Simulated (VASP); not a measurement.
# Sr4Ti4NO11 (a cell with a defect) in VASP: relaxation of the atoms with PBE

Aim: the relaxation of the atoms of Sr4Ti4NO11 (a cell with a defect) with PBE.

Everything below comes from runs of VASP 6.6.1. Logs are shortened: lines on timing, memory, paths and dates and some standing lists are left out, and cuts for length are marked.

## Step 1: The structure

The cell holds a defect, 20 atoms: a = 6.825 Å, b = 6.825 Å, c = 6.825 Å, α = 109.47°, β = 109.47°, γ = 109.47°.

## Step 2: Relaxation of the atoms, PBE

The input, INCAR:

```
PREC     = Normal         # precision mode
ENCUT    = 450            # plane-wave cutoff, eV
EDIFF    = 1E-6           # SCF threshold, eV
ISMEAR   = 0              # smearing method
SIGMA    = 0.01           # smearing width, eV
LREAL    = Auto         
LASPH    = True           # aspherical terms in the spheres
NELM     = 80             # most SCF steps
ALGO     = Normal         # electronic algorithm
ISIF     = 2              # what is computed and relaxed
LWAVE    = False          # write WAVECAR
LCHARG   = False          # write CHGCAR
GGA      = PE             # functional
IBRION   = 2              # ionic algorithm
NSW      = 70             # ionic steps
EDIFFG   = -0.025         # ionic threshold
ICORELEVEL= 1            
NELECT   = 158.0        
ISYM     = 0
```

The input, KPOINTS:

```
Automatic mesh
0
Gamma
  3 3 3
```

The input, POSCAR:

```
Sr4Ti4NO11
1.0
   -3.9402050000      3.9402050000      3.9402050000
    3.9402050000     -3.9402050000      3.9402050000
    3.9402050000      3.9402050000     -3.9402050000
Sr Ti N O
4 4 1 11
Direct
    0.5000000000      0.5000000000      0.5000000000
    0.0000000000      0.0000000000      0.5000000000
    0.0000000000      0.5000000000      0.0000000000
    0.5000000000      0.0000000000      0.0000000000
    0.0091871500      0.0148847700      0.0186968600
    0.5000000000      0.5000000000      0.0000000000
    0.5000000000      0.0000000000      0.5000000000
    0.0077250500      0.5013266000      0.4999556500
    0.9834486200      0.2449761800      0.2443907500
    0.5000000000      0.7500000000      0.2500000000
    0.5000000000      0.2500000000      0.7500000000
    0.0000000000      0.7500000000      0.7500000000
    0.2500000000      0.0000000000      0.2500000000
    0.7500000000      0.5000000000      0.2500000000
    0.7500000000      0.0000000000      0.7500000000
    0.2500000000      0.5000000000      0.7500000000
    0.2500000000      0.2500000000      0.0000000000
    0.7500000000      0.7500000000      0.0000000000
    0.7500000000      0.2500000000      0.5000000000
    0.2500000000      0.7500000000      0.5000000000
```

Potentials or basis: VASP PAW PBE potentials, release 64 (Sr_sv, Ti_sv, N, O).

Run with:

```sh
$ cat potpaw_PBE.64/Sr_sv/POTCAR potpaw_PBE.64/Ti_sv/POTCAR potpaw_PBE.64/N/POTCAR potpaw_PBE.64/O/POTCAR > POTCAR
$ mpirun -np 4 vasp_std > vasp.out
```

OUTCAR:

```text
PREC = Normal
   ENCUT = 450
   EDIFF = 1E-6
   ISMEAR = 0
   LREAL = Auto
   LASPH = True
   NELM = 80
   ISIF = 2
   GGA = PE
   IBRION = 2
   NSW = 70
   EDIFFG = -0.025
   NELECT = 158.0
   ISYM = 0

 ion  position               nearest neighbor table
   1  0.500  0.500  0.500-  10 2.79  11 2.79  12 2.79  14 2.79  15 2.79  16 2.79  18 2.79  19 2.79
                            20 2.79  17 2.79  13 2.79   9 2.88   5 3.32   8 3.36   6 3.41   7 3.41
   2  0.000  0.000  0.500-  11 2.79  12 2.79  13 2.79  15 2.79  16 2.79  17 2.79  19 2.79  20 2.79
                            18 2.79  14 2.79  10 2.79   9 2.79   5 3.34   8 3.40   6 3.41   7 3.41
   3  0.000  0.500  0.000-   9 2.78  10 2.79  12 2.79  13 2.79  14 2.79  16 2.79  17 2.79  18 2.79
                            20 2.79  19 2.79  15 2.79  11 2.79   5 3.38   8 3.39   7 3.41   6 3.41
   4  0.500  0.000  0.000-   9 2.69  10 2.79  11 2.79  13 2.79  14 2.79  15 2.79  17 2.79  18 2.79
                            19 2.79  20 2.79  16 2.79  12 2.79   8 3.39   5 3.40   6 3.41   6 3.41
   5  0.009  0.015  0.019-   9 1.90  13 1.92  17 1.95  18 1.99  15 2.02  12 2.07   1 3.32   2 3.34
                             3 3.38   4 3.40   4 3.43   3 3.45   2 3.49   1 3.51
   6  0.500  0.500  0.000-  10 1.97  11 1.97  14 1.97  16 1.97  17 1.97  18 1.97   3 3.41   4 3.41
                             1 3.41   2 3.41   1 3.41   4 3.41   3 3.41   2 3.41
   7  0.500  0.000  0.500-  10 1.97  11 1.97  13 1.97  15 1.97  19 1.97  20 1.97   3 3.41   4 3.41
                             1 3.41   2 3.41   4 3.41   1 3.41   2 3.41   3 3.41
   8  0.008  0.501  0.500-   9 1.93  20 1.93  16 1.95  14 2.00  12 2.00  19 2.01   1 3.36   3 3.39
                             4 3.39   2 3.40   2 3.42   4 3.43   3 3.43   1 3.46
   9  0.983  0.245  0.244-   5 1.90   8 1.93   4 2.69   3 2.78   2 2.79   1 2.88
  10  0.500  0.750  0.250-   6 1.97   7 1.97   4 2.79   1 2.79   2 2.79   3 2.79
  11  0.500  0.250  0.750-   6 1.97   7 1.97   4 2.79   1 2.79   3 2.79   2 2.79
  12  0.000  0.750  0.750-   8 2.00   5 2.07   4 2.79   2 2.79   3 2.79   1 2.79
  13  0.250  0.000  0.250-   5 1.92   7 1.97   4 2.79   1 2.79   2 2.79   3 2.79
  14  0.750  0.500  0.250-   6 1.97   8 2.00   3 2.79   1 2.79   2 2.79   4 2.79
  15  0.750  0.000  0.750-   7 1.97   5 2.02   4 2.79   2 2.79   3 2.79   1 2.79
  16  0.250  0.500  0.750-   8 1.95   6 1.97   4 2.79   1 2.79   3 2.79   2 2.79
  17  0.250  0.250  0.000-   5 1.95   6 1.97   4 2.79   1 2.79   3 2.79   2 2.79
  18  0.750  0.750  0.000-   6 1.97   5 1.99   4 2.79   2 2.79   3 2.79   1 2.79
  19  0.750  0.250  0.500-   7 1.97   8 2.01   3 2.79   1 2.79   2 2.79   4 2.79
  20  0.250  0.750  0.500-   8 1.93   7 1.97   4 2.79   1 2.79   2 2.79   3 2.79

IMPORTANT INFORMATION: All symmetrisations will be switched off!
NOSYMM: (Re-)initialisation of all symmetry stuff for point group C_1.

----------------------------------------------------------------------------------------

                                     Primitive cell

  volume of cell :     244.6901

  direct lattice vectors                    reciprocal lattice vectors
    -3.940205000  3.940205000  3.940205000     0.000000000  0.126896951  0.126896951
     3.940205000 -3.940205000  3.940205000     0.126896951  0.000000000  0.126896951
     3.940205000  3.940205000 -3.940205000     0.126896951  0.126896951  0.000000000

  length of vectors
     6.824635252  6.824635252  6.824635252     0.179459389  0.179459389  0.179459389

  position of ions in fractional coordinates (direct lattice)
     0.500000000  0.500000000  0.500000000
     0.000000000  0.000000000  0.500000000
     0.000000000  0.500000000  0.000000000
     0.500000000  0.000000000  0.000000000
     0.009187150  0.014884770  0.018696860
     0.500000000  0.500000000  0.000000000
[... 12 lines left out ...]
     0.750000000  0.250000000  0.500000000
     0.250000000  0.750000000  0.500000000

  ion indices of the primitive-cell ions
   primitive index   ion index
                 1           1
                 2           2
                 3           3
                 4           4
                 5           5
                 6           6
[... 12 lines left out ...]
                19          19
                20          20

----------------------------------------------------------------------------------------

 KPOINTS: Automatic mesh

Automatic generation of k-mesh.
 Grid dimensions read from file:
 generate k-points for:    3    3    3

 Generating k-lattice:

  Cartesian coordinates                     Fractional coordinates (reciprocal lattice)
     0.000000000  0.042298984  0.042298984     0.333333333  0.000000000  0.000000000
     0.042298984  0.000000000  0.042298984     0.000000000  0.333333333  0.000000000
     0.042298984  0.042298984  0.000000000     0.000000000  0.000000000  0.333333333

  Length of vectors
     0.059819796  0.059819796  0.059819796

[... 41 lines left out ...]
   NELM   =     80;   NELMIN=  2; NELMDL= -5     # of ELM steps
   EDIFF  = 0.1E-05   stopping-criterion for ELM
   LREAL  =      T    real-space projection
   EDIFFG = -.3E-01   stopping-criterion for IOM
   NSW    =     70    number of steps for IOM
   IBRION =      2    ionic relax: 0-MD 1-quasi-New 2-CG
   NFREE  =      1    steps in history (QN), initial steepest desc. (CG)
   ISIF   =      2    stress and relaxation
   ISYM   =      0    0-nonsym 1-usesym 2-fastsym
   POTIM  = 0.5000    time-step for ionic-motion
   TEBEG  =    0.0;   TEEND  =   0.0 temperature during run
   PSTRESS=    0.0 pullay stress
   NELECT =     158.0000    total number of electrons
   NUPDOWN=      -1.0000    fix difference up-down
   EMIN   =  10.00;   EMAX   =-10.00  energy-range for DOS
   EFERMI =   0.00;   METHOD = LEGACY
   ISMEAR =     0;   SIGMA  =   0.01  broadening in eV -4-tet -1-fermi 0-gaus
   EFERMI_NEDOS =   21; number of points for ismear=-14 and -15
   IALGO  =     38    algorithm
   IMIX   =      4    mixing-type and parameters
     AMIX     =   0.40;   BMIX     =  1.00
     AMIX_MAG =   1.60;   BMIX_MAG =  1.00
  volume/ion in A,a.u.               =      12.23        82.56
  Fermi-wavevector in a.u.,A,eV,Ry     =   1.414995  2.673954 27.241750  2.002212
  Thomas-Fermi vector in A             =   2.536480
   LORBIT       =      0    0 simple, 1 ext, 2 COOP (PROOUT), +10 PAW based schemes
   GGA     = PE    functional components
   LHFCALC =     F    Hartree Fock is set to
   AEXX    =    0.0000 exact exchange contribution
   IVDW    =     0    specifies the selected vdW correction
   LEPSILON=     F    determine dielectric tensor
   LRPA    =     F    only Hartree local field effects (RPA)
 conjugate gradient relaxation of ions
 non-spin polarized calculation
 Gauss-broadening in eV      SIGMA  =   0.01
  energy-cutoff  :      450.00
  volume of cell :      244.69
 maximum number of plane-waves:      5314
   NGX = 23   NGY = 23   NGZ = 23

--------------------------------------- Ionic step        1  -------------------------------------------

 number of electron     158.0000506 magnetization

 Free energy of the ion-electron system (eV)
  ---------------------------------------------------
  ext. energy  EPLUGINS =         0.00000000
  ---------------------------------------------------
  free energy    TOTEN  =      -162.25191268 eV

  energy without entropy =     -162.24842928  energy(sigma->0) =     -162.25017098

------------------------ aborting loop because EDIFF is reached ----------------------------------------

  FORCE on cell =-STRESS in cart. coord.  units (eV):
  Direction    XX          YY          ZZ          XY          YZ          ZX
  --------------------------------------------------------------------------------------
  -------------------------------------------------------------------------------------
  Total       -5.5638192     -7.3281088     -7.4341874     -0.0453823     -0.0203313      0.0715703
  in kB      -36.4306689    -47.9828507    -48.6774299     -0.2971530     -0.1331246      0.4686264
  external PRESSURE =     -44.3636498 kB  Pullay stress =       0.0000000 kB
[... 143 lines left out ...]
  FREE ENERGIE OF THE ION-ELECTRON SYSTEM (eV)
  ---------------------------------------------------
  free  energy   TOTEN  =      -162.4455672131 eV

  energy  without entropy=     -162.4429441515  energy(sigma->0) =     -162.44425568

[... ionic steps 4 to 8 ...]

--------------------------------------- Ionic step        9  -------------------------------------------

 number of electron     158.0000361 magnetization

------------------------ aborting loop because EDIFF is reached ----------------------------------------
[... 103 lines left out ...]
--------------------------------------- Ionic step       11  -------------------------------------------

 number of electron     158.0000344 magnetization

 Free energy of the ion-electron system (eV)
  ---------------------------------------------------
  ext. energy  EPLUGINS =         0.00000000
  ---------------------------------------------------
  free energy    TOTEN  =      -162.47016429 eV

  energy without entropy =     -162.46785707  energy(sigma->0) =     -162.46901068

 the core state eigenenergies are
   1-  1s -15923.1274  2s  -2145.6739  2p  -1905.0684  3s   -321.6386  3p   -244.0078
       3d   -115.9039
   2-  1s -15923.1323  2s  -2145.6788  2p  -1905.0734  3s   -321.6437  3p   -244.0130
       3d   -115.9091
   3-  1s -15923.1331  2s  -2145.6797  2p  -1905.0742  3s   -321.6446  3p   -244.0138
       3d   -115.9099
   4-  1s -15923.1367  2s  -2145.6834  2p  -1905.0779  3s   -321.6486  3p   -244.0178
       3d   -115.9139
   5-  1s  -4858.3083  2s   -527.4419  2p   -434.6858
   6-  1s  -4858.6815  2s   -527.8051  2p   -435.0508
   7-  1s  -4858.6756  2s   -527.7993  2p   -435.0450
   8-  1s  -4858.3077  2s   -527.4414  2p   -434.6853
   9-  1s   -371.2399
  10-  1s   -500.5361
  11-  1s   -500.5361
  12-  1s   -500.2730
  13-  1s   -500.4014
  14-  1s   -500.3980
  15-  1s   -500.3983
  16-  1s   -500.4009
  17-  1s   -500.4010
  18-  1s   -500.4000
  19-  1s   -500.3974
  20-  1s   -500.4017

 E-fermi :   3.8695     XC(G=0): -11.0908

 val. band max:        3.8503211405   @ k =   0.3333   0.0000   0.0000
 cond. band min:       3.8701607419   @ k =   0.0000   0.0000   0.0000
 fundamental gap:      0.0198396014
 Fermi energy:         3.8694650902

 k-point     1 :       0.0000    0.0000    0.0000
  band No.  band energies     occupation
      1     -52.6772      2.00000
      2     -52.6728      2.00000
      3     -52.3999      2.00000
      4     -52.3983      2.00000
      5     -28.9820      2.00000
      6     -28.9406      2.00000
[... 1305 lines left out ...]
     90       8.0848      0.00000
     91       8.1440      0.00000
 [bands above 91 left out]

------------------------ aborting loop because EDIFF is reached ----------------------------------------

  FORCE on cell =-STRESS in cart. coord.  units (eV):
  Direction    XX          YY          ZZ          XY          YZ          ZX
  --------------------------------------------------------------------------------------
  -------------------------------------------------------------------------------------
  Total       -7.0376544     -7.0938392     -7.1368071     -0.0251071     -0.0107368     -0.0172293
  in kB      -46.0810191    -46.4489047    -46.7302494     -0.1643961     -0.0703019     -0.1128136
  external PRESSURE =     -46.4200578 kB  Pullay stress =       0.0000000 kB
[... 35 lines left out ...]
  FREE ENERGIE OF THE ION-ELECTRON SYSTEM (eV)
  ---------------------------------------------------
  free  energy   TOTEN  =      -162.4701642941 eV

  energy  without entropy=     -162.4678570716  energy(sigma->0) =     -162.46901068

 reached required accuracy - stopping structural energy minimisation
```

It took 14 min on 4 MPI ranks of Intel Xeon Platinum 8259CL at 2.50GHz (Skylake/Cascade Lake), shared host; peak memory 0.16 GiB.

What came out:

```yaml
Free_energy: -162.4702 eV
Energy_gained_by_relaxing: 10.9 meV/atom
Ionic_steps: 11
Largest_force_after_relaxing: 0.020 eV/Å
Band_gap_on_the_k_mesh: none (metal or under the smearing width)
```

Forces on the atoms (eV/Å):
```
Sr  -0.008  0.000  0.001
Sr  -0.010 -0.003  0.003
Sr  -0.005  0.003 -0.002
Sr  -0.005  0.011  0.011
Ti   0.015  0.001  0.003
Ti   0.007  0.009  0.005
Ti   0.005 -0.004  0.000
Ti   0.002  0.001 -0.003
N    0.004  0.005  0.005
O   -0.011  0.014 -0.010
O    0.000 -0.010  0.012
O    0.017  0.007  0.007
O   -0.006 -0.008 -0.002
O   -0.010 -0.015 -0.001
O    0.008 -0.007  0.001
O    0.002  0.002 -0.003
O   -0.005 -0.004  0.001
O    0.006 -0.001 -0.014
O   -0.008  0.001 -0.007
O    0.002 -0.001 -0.005
```

Step by step:
```
step  energy change (eV)  largest force (eV/Å)  pressure (GPa)
   1              0.0000                1.8613           -4.44
   2             -0.1933                0.3124           -4.62
   3             -0.1937                0.3194           -4.62
   4             -0.2078                0.2173           -4.63
   5             -0.2079                0.2288           -4.63
   6             -0.2139                0.1162           -4.63
   7             -0.2160                0.1090           -4.62
   8             -0.2162                0.0901           -4.62
   9             -0.2177                0.0419           -4.63
  10             -0.2178                0.0515           -4.64
  11             -0.2183                0.0204           -4.64
```

Final structure:
```yaml
crystal:
  lattice:
    - [-3.94021, 3.94021, 3.94021]
    - [3.94021, -3.94021, 3.94021]
    - [3.94021, 3.94021, -3.94021]
  atoms:
    - { symbol: Sr, position: [0.50568, 0.50349, 0.50374] }
    - { symbol: Sr, position: [0.00179, 0.99959, 0.50393] }
    - { symbol: Sr, position: [0.00176, 0.50355, 0.99969] }
    - { symbol: Sr, position: [0.49714, 0.99930, 0.99953] }
    - { symbol: Ti, position: [0.00336, 0.00010, 0.00099] }
    - { symbol: Ti, position: [0.50298, 0.50181, 0.00216] }
    - { symbol: Ti, position: [0.50399, 0.00226, 0.50268] }
    - { symbol: Ti, position: [0.00341, 0.50398, 0.50385] }
    - { symbol: N, position: [0.99710, 0.24913, 0.24901] }
    - { symbol: O, position: [0.49829, 0.75050, 0.24911] }
    - { symbol: O, position: [0.49840, 0.24918, 0.75046] }
    - { symbol: O, position: [0.99815, 0.74959, 0.74952] }
    - { symbol: O, position: [0.24869, 0.00293, 0.25290] }
    - { symbol: O, position: [0.74839, 0.49801, 0.24773] }
    - { symbol: O, position: [0.74834, 0.00173, 0.75145] }
    - { symbol: O, position: [0.24870, 0.49693, 0.74683] }
    - { symbol: O, position: [0.24869, 0.25287, 0.00286] }
    - { symbol: O, position: [0.74848, 0.75166, 0.00187] }
    - { symbol: O, position: [0.74835, 0.24768, 0.49790] }
    - { symbol: O, position: [0.24866, 0.74690, 0.49683] }
```

Core levels (eV, on the scale of the bands):
```csv
atom,levels
1 Sr,"1s -15923.1, 2s -2145.7, 2p -1905.1, 3s -321.6, 3p -244.0, 3d -115.9"
2 Sr,"1s -15923.1, 2s -2145.7, 2p -1905.1, 3s -321.6, 3p -244.0, 3d -115.9"
3 Sr,"1s -15923.1, 2s -2145.7, 2p -1905.1, 3s -321.6, 3p -244.0, 3d -115.9"
4 Sr,"1s -15923.1, 2s -2145.7, 2p -1905.1, 3s -321.6, 3p -244.0, 3d -115.9"
5 Ti,"1s -4858.3, 2s -527.4, 2p -434.7"
6 Ti,"1s -4858.7, 2s -527.8, 2p -435.1"
```

Caveat: the k mesh is coarse (spacing up to 0.38 Å⁻¹), so the values aren't converged; the cell is charged against a uniform background, so pressure and absolute levels hang on convention; the cutoff is under 1.25 times the usual one of these potentials, so pressure, stress and relaxed cells hold a basis-set (Pulay) error; semilocal functionals often make such compounds metallic where correlation or magnetic order opens a gap, which also shifts bond lengths.
